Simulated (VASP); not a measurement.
Consider the following.

```
C
1.0
    1.24529    -2.15690     0.00000
    1.24529     2.15690     0.00000
    0.00000     0.00000     6.69431
C
4
Cartesian
  0.00000   0.00000   1.67358
  0.00000   0.00000   5.02073
  1.24529   0.71897   1.67358
  1.24529  -0.71897   5.02073
```

The numbers are results of rev-vdW-DF2, VASP's PBE PAW potentials (set 64) (plane waves; VASP), not measurements. Settings: 520 eV cut-off, 10×10×4 Γ-centred mesh, Gaussian smearing of 0.050 eV, potentials C.

Task: The ions and cell shape at fixed volume are relaxed. Give the cell that the relaxation ends in.

Result: 
```
C
1.0
    1.23372    -2.13686     0.00000
    1.23372     2.13686     0.00000
    0.00000     0.00000     6.82044
C
4
Cartesian
  0.00000   0.00000   1.70511
  0.00000   0.00000   5.11533
  1.23372   0.71229   1.70511
  1.23372  -0.71229   5.11533
```
Space group P6_3/mmc (194), at a tolerance of 0.03 Å.

Task: How much energy does the relaxation gain?

Result: The energy (σ→0) changes by -6.2 meV/atom, in 3 ionic steps.

```
step  E(σ→0) (eV)  max force (eV/Å)  pressure (GPa)  volume (Å³)
----  -----------  ----------------  --------------  -----------
1        -33.1358             0.000           -8.03        35.96
2        -33.1602             0.000            0.10        35.96
3        -33.1606             0.000           -0.88        35.96
```

The compound is C in the graphite structure. This cell is one point of a volume scan, at 1.03 of the reference volume. Symmetry was kept, so distortions that lower it aren't found.
